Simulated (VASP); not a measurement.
# Ta3Si3N (P6/mmm) in VASP: density of states with PBE

Aim: the density of states of Ta3Si3N with PBE.

All numbers are computed with VASP 6.6.1; they aren't measurements. Logs are shortened: lines on timing, memory, paths and dates and some standing lists are left out, and cuts for length are marked.

## (1) The crystal as given

It takes space group P6/mmm (No. 191, hexagonal). Conventional cell: a = 5.470 Å, b = 5.470 Å, c = 4.078 Å, α = 90.00°, β = 90.00°, γ = 120.00°. Ta (site symmetry -6m2) has 6 Si at 2.58 Å as nearest neighbours. Ta (site symmetry 6/mmm) is surrounded by 2 N at 2.04 Å. Si (site symmetry mmm) is surrounded by 4 Ta at 2.58 Å and 4 Si at 2.74 Å and 2 N at 2.74 Å. N (site symmetry 6/mmm) is surrounded by 2 Ta at 2.04 Å.

The cell was built by a generator and needn't be a form met in nature.

## (2) Density of states, PBE

File POSCAR:

```
Ta3Si3N                                 
1.0
    5.4700637384      0.0000000000      0.0000000000
   -2.7350318692      4.7372141572     -0.0000000000
    0.0000000000     -0.0000000000      4.0781685500
  Ta              Si              N             
     3     3     1
Direct
     0.3333333300000021    0.6666666699999979    1.0000000000000000
     0.6666666699999979    0.3333333300000021    0.0000000000000000
     1.0000000000000000    0.0000000000000000    0.0000000000000000
     0.5000000000000000    0.0000000000000000    0.5000000000000000
     1.0000000000000000    0.5000000000000000    0.5000000000000000
     0.5000000000000000    0.5000000000000000    0.5000000000000000
     1.0000000000000000    0.0000000000000000    0.5000000000000000
```

File INCAR.step1:

```
SYSTEM = Ta3Si3N
PREC = Accurate
ENCUT = 520
EDIFF = 1E-6
ISMEAR = 0
SIGMA = 0.1
LREAL = .FALSE.
LASPH = .TRUE.
NELM = 60
ALGO = Normal
ISIF = 2
LWAVE = .FALSE.
LCHARG = .TRUE.
LMAXMIX = 4
GGA = PE
NBANDS = 34
KPAR = 4
```

File KPOINTS.step1:

```
Automatic mesh
0
G
  6 6 8
  0 0 0
```

File INCAR.step2:

```
SYSTEM = Ta3Si3N
PREC = Accurate
ENCUT = 520
EDIFF = 1E-6
ISMEAR = -5
SIGMA = 0.1
LREAL = .FALSE.
LASPH = .TRUE.
NELM = 60
ALGO = Normal
ISIF = 2
LWAVE = .FALSE.
LCHARG = .FALSE.
LMAXMIX = 4
GGA = PE
LORBIT = 11
NBANDS = 34
KPAR = 4
NEDOS = 2001
ICHARG = 11
```

File KPOINTS.step2:

```
Automatic mesh
0
G
  9 9 12
  0 0 0
```

Potentials or basis: VASP PAW PBE potentials, release 64 (Ta_pv, Si, N).

On the command line:

```bash
> cat potpaw_PBE.64/Ta_pv/POTCAR potpaw_PBE.64/Si/POTCAR potpaw_PBE.64/N/POTCAR > POTCAR
> cp INCAR.step1 INCAR
> cp KPOINTS.step1 KPOINTS
> mpirun -np 4 vasp_std > vasp.out
> cp INCAR.step2 INCAR
> cp KPOINTS.step2 KPOINTS
> mpirun -np 4 vasp_std > vasp.out
```

OUTCAR:

```text
SYSTEM = Ta3Si3N
   PREC = Accurate
   ENCUT = 520
   EDIFF = 1E-6
   ISMEAR = -5
   LREAL = .FALSE.
   LASPH = .TRUE.
   NELM = 60
   ISIF = 2
   GGA = PE
   LORBIT = 11
   ICHARG = 11

 ion  position               nearest neighbor table
   1  0.333  0.667  0.000-   4 2.58   4 2.58   5 2.58   5 2.58   6 2.58   6 2.58   2 3.16   3 3.16
                             2 3.16   3 3.16   3 3.16   2 3.16
   2  0.667  0.333  0.000-   4 2.58   4 2.58   5 2.58   5 2.58   6 2.58   6 2.58   1 3.16   3 3.16
                             1 3.16   3 3.16   3 3.16   1 3.16
   3  0.000  0.000  0.000-   7 2.04   7 2.04   1 3.16   2 3.16   1 3.16   2 3.16   2 3.16   1 3.16

   4  0.500  0.000  0.500-   1 2.58   2 2.58   1 2.58   2 2.58   5 2.74   6 2.74   6 2.74   5 2.74

   5  0.000  0.500  0.500-   1 2.58   2 2.58   1 2.58   2 2.58   4 2.74   4 2.74   6 2.74   6 2.74

   6  0.500  0.500  0.500-   1 2.58   2 2.58   1 2.58   2 2.58   4 2.74   4 2.74   5 2.74   5 2.74

   7  0.000  0.000  0.500-   3 2.04   3 2.04

  LATTYP: Found a hexagonal cell.
 ALAT       =     5.4700637384
 C/A-ratio  =     0.7455431500

  Lattice vectors:

 A1 = (   5.4700637384,   0.0000000000,   0.0000000000)
 A2 = (  -2.7350318692,   4.7372141572,   0.0000000000)
 A3 = (   0.0000000000,   0.0000000000,   4.0781685500)

Analysis of symmetry for initial positions (statically):
=====================================================================
 Subroutine PRICEL returns:
 Original cell was already a primitive cell.

 Routine SETGRP: Setting up the symmetry group for a
 hexagonal supercell.

 Subroutine GETGRP returns: Found 24 space group operations
 (whereof 24 operations were pure point group operations)
 out of a pool of 24 trial point group operations.

The static configuration has the point symmetry D_6h.

Analysis of symmetry for dynamics (positions and initial velocities):
=====================================================================
 Subroutine PRICEL returns:
 Original cell was already a primitive cell.

 Routine SETGRP: Setting up the symmetry group for a
 hexagonal supercell.

 Subroutine GETGRP returns: Found 24 space group operations
 (whereof 24 operations were pure point group operations)
 out of a pool of 24 trial point group operations.

The dynamic configuration has the point symmetry D_6h.

 Subroutine INISYM returns: Found 24 space group operations
 (whereof 24 operations are pure point group operations),
 and found     1 'primitive' translations

[... 120 lines left out ...]
   EFERMI =   0.00;   METHOD = LEGACY
   ISMEAR =    -5;   SIGMA  =   0.10  broadening in eV -4-tet -1-fermi 0-gaus
   EFERMI_NEDOS =   21; number of points for ismear=-14 and -15
   IALGO  =     38    algorithm
   IMIX   =      4    mixing-type and parameters
     AMIX     =   0.40;   BMIX     =  1.00
     AMIX_MAG =   1.60;   BMIX_MAG =  1.00
  volume/ion in A,a.u.               =      15.10       101.88
  Fermi-wavevector in a.u.,A,eV,Ry     =   1.275669  2.410665 22.141185  1.627331
  Thomas-Fermi vector in A             =   2.408368
   LORBIT       =     11    0 simple, 1 ext, 2 COOP (PROOUT), +10 PAW based schemes
   GGA     = PE    functional components
   LHFCALC =     F    Hartree Fock is set to
   AEXX    =    0.0000 exact exchange contribution
   IVDW    =     0    specifies the selected vdW correction
   LEPSILON=     F    determine dielectric tensor
   LRPA    =     F    only Hartree local field effects (RPA)
 non-spin polarized calculation
 Fermi weights with tetrahedron method with Bloechl corrections
  energy-cutoff  :      520.00
  volume of cell :      105.68
 maximum number of plane-waves:      2868
 NGX is ok and might be reduce to    42

 number of electron      50.0000006 magnetization

 Free energy of the ion-electron system (eV)
  ---------------------------------------------------
  ext. energy  EPLUGINS =         0.00000000
  ---------------------------------------------------
  free energy    TOTEN  =       -59.98451403 eV

  energy without entropy =      -59.98451403  energy(sigma->0) =      -59.98451403

 E-fermi :   7.5394     XC(G=0): -11.8968

 val. band max:        7.6764032939   @ k =   0.3333   0.0000   0.0000
 cond. band min:       7.4037677323   @ k =   0.1111   0.1111   0.0000
 fundamental gap:     -0.2726355616
 Fermi energy:         7.5394199948

 k-point     1 :       0.0000    0.0000    0.0000
  band No.  band energies     occupation
      1     -27.3548      2.00000
      2     -27.3547      2.00000
      3     -27.2653      2.00000
      4     -26.7782      2.00000
      5     -26.7499      2.00000
      6     -26.7498      2.00000
[... 877 lines left out ...]
     33      10.0548      0.00000
     34      10.6651      0.00000

 [... further k-points ...]
[... 5 lines left out ...]
  --------------------------------------------------------------------------------------
  -------------------------------------------------------------------------------------
  Total        0.0808201      0.0808201     -0.5275750      0.0000000      0.0000000      0.0000000
  in kB        1.2253201      1.2253201     -7.9986049      0.0000000      0.0000000      0.0000000
  external PRESSURE =      -1.8493215 kB  Pullay stress =       0.0000000 kB

 VOLUME and BASIS-vectors are now :
 -----------------------------------------------------------------------------
  energy-cutoff  :      520.00
  volume of cell :      105.68
      direct lattice vectors                 reciprocal lattice vectors
     5.470063738  0.000000000  0.000000000     0.182813226  0.105547265  0.000000000
    -2.735031869  4.737214157  0.000000000     0.000000000  0.211094531  0.000000000
     0.000000000  0.000000000  4.078168550     0.000000000  0.000000000  0.245208109

 POSITION                                       TOTAL-FORCE (eV/Angst)
 -----------------------------------------------------------------------------------
     -0.00000      3.15814      0.00000         0.000000      0.000000      0.000000
      2.73503      1.57907      0.00000         0.000000      0.000000      0.000000
      0.00000      0.00000      0.00000        -0.000000      0.000000      0.000000
      2.73503      0.00000      2.03908        -0.000000      0.000000      0.000000
     -1.36752      2.36861      2.03908        -0.000000      0.000000      0.000000
      1.36752      2.36861      2.03908        -0.000000      0.000000      0.000000
      0.00000      0.00000      2.03908        -0.000000      0.000000      0.000000
 -----------------------------------------------------------------------------------
    total drift:                                0.000000     -0.000000      0.000000

  FREE ENERGIE OF THE ION-ELECTRON SYSTEM (eV)
  ---------------------------------------------------
  free  energy   TOTEN  =       -59.9845140257 eV

  energy  without entropy=      -59.9845140257  energy(sigma->0) =      -59.98451403

 total charge

# of ion       s       p       d       tot
------------------------------------------
    1        0.312   6.183   2.519   9.014
    2        0.312   6.183   2.519   9.014
    3        0.317   6.200   2.190   8.707
    4        0.785   0.838   0.000   1.623
    5        0.785   0.838   0.000   1.623
    6        0.785   0.838   0.000   1.623
    7        1.291   2.370   0.000   3.661
--------------------------------------------------
tot          4.588  23.449   7.228  35.265
```

It took 47 s on 4 MPI ranks of AMD EPYC 9R45 (Zen 5), shared host; peak memory 0.36 GiB.

Results:

```
Valence electrons inside the program's atomic spheres : Ta 9.01, 8.71; Si 1.62; N 3.66
```

Levels at points of the mesh, in eV from the Fermi level:
| k point | band 23 | band 24 | band 25 | band 26 | band 27 | band 28 |
| --- | --- | --- | --- | --- | --- | --- |
| (0.00, 0.00, 0.00) | -0.40 | 0.07 | 0.07 | 0.11 | 0.11 | 1.25 |
| (0.00, 0.00, 0.50) | -1.03 | -0.61 | -0.61 | -0.58 | 0.32 | 0.32 |

States per cell in windows of 1 eV (zero at the Fermi level; states under -8 eV left out):
```tsv
from (eV)	total	Ta3_d	Ta1_d	Ta2_d	N7_p	Si4_p	Si5_p
-8.0	1.58	0.03	0.08	0.08	0.04	0.02	0.02
-7.0	1.21	0.02	0.02	0.02	0.06	0.02	0.02
-6.0	2.67	0.17	0.09	0.09	0.29	0.12	0.12
-5.0	3.26	0.21	0.17	0.17	0.32	0.12	0.12
-4.0	5.64	0.38	0.61	0.61	0.38	0.21	0.21
-3.0	4.03	0.32	0.41	0.41	0.40	0.15	0.15
-2.0	4.03	0.47	0.47	0.47	0.47	0.08	0.08
-1.0	3.93	0.50	0.61	0.61	0.36	0.07	0.07
0.0	3.78	0.51	0.67	0.67	0.16	0.06	0.06
1.0	3.53	0.82	0.44	0.44	0.05	0.09	0.09
2.0	4.72	1.10	0.61	0.61	0.14	0.12	0.12
3.0	4.84	0.95	0.62	0.62	0.26	0.17	0.17
4.0	1.10	0.19	0.13	0.13	0.10	0.04	0.04
5.0	0.00	0.00	0.00	0.00	0.00	0.00	0.00
6.0	0.00	0.00	0.00	0.00	0.00	0.00	0.00
```

Caveat: tetrahedron occupations give inexact forces and stress in metals.
